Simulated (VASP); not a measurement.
A VASP calculation is set up with these files.

File POSCAR:
```
BN
1
    0.0000000000     1.8436500000     1.8436500000
    1.8436500000     0.0000000000     1.8436500000
    1.8436500000     1.8436500000     0.0000000000
B N
1 1
Direct
  0.0000000000   0.0000000000   0.0000000000
  0.2500000000   0.2500000000   0.2500000000
```

KPOINTS:
```
Automatic mesh
0
Gamma
9 9 9
0 0 0
```

INCAR:
```
SYSTEM = BN
PREC = Accurate
ENCUT = 520
EDIFF = 1E-6
NELM = 100
ALGO = Normal
LREAL = .FALSE.
LASPH = .TRUE.
ISMEAR = 0
SIGMA = 0.05
GGA = PE
LWAVE = .FALSE.
LCHARG = .FALSE.
ISIF = 2
NBANDS = 2
```

POTCAR, in this order: B N (PBE.64 set). Program: vasp_std.

Problem. Does this input run properly? What does VASP do?

Solution. There is a fault: NBANDS is too small to hold all electrons. VASP stops with an error: The number of bands is not sufficient to hold all electrons. I am sorry, but this calculation does not make sense. If you want to calculate only selected states, you need to set either EFERMI or EREF. EREF specifies around which energy states are supposed to be calculated. I found NBANDS = 2, NELECT = 8. ----> I REFUSE TO CONTINUE WITH THIS SICK JOB ... BYE!!! <----

**standard output**
```
 POSCAR found type information on POSCAR B N
 POSCAR found :  2 types and       2 ions
 Reading from existing POTCAR
 Reading from existing POTCAR
 LDA part: xc-table for (Slater+PW92), standard interpolation

 -----------------------------------------------------------------------------
|                                                                             |
|     EEEEEEE  RRRRRR   RRRRRR   OOOOOOO  RRRRRR      ###     ###     ###     |
|     E        R     R  R     R  O     O  R     R     ###     ###     ###     |
|     E        R     R  R     R  O     O  R     R     ###     ###     ###     |
|     EEEEE    RRRRRR   RRRRRR   O     O  RRRRRR       #       #       #      |
|     E        R   R    R   R    O     O  R   R                               |
|     E        R    R   R    R   O     O  R    R      ###     ###     ###     |
|     EEEEEEE  R     R  R     R  OOOOOOO  R     R     ###     ###     ###     |
|                                                                             |
|     The number of bands is not sufficient to hold all electrons. I am       |
|     sorry, but this calculation does not make sense. If you want to         |
|     calculate only selected states, you need to set either EFERMI or        |
|     EREF. EREF specifies around which energy states are supposed to be      |
|     calculated.                                                             |
|     I found NBANDS = 2, NELECT = 8.                                         |
|                                                                             |
|       ---->  I REFUSE TO CONTINUE WITH THIS SICK JOB ... BYE!!! <----       |
|                                                                             |
 -----------------------------------------------------------------------------
```

To mend it, remove NBANDS.

The mended run (PBE GGA, plane waves, VASP's PBE PAW potentials (set 64)) converges, and its OSZICAR ends with
```
   1 F= -.17417216E+02 E0= -.17417216E+02  d E =-.732767E-21
```

The compound is BN in the zinc blende structure. The cell was not relaxed at this level.
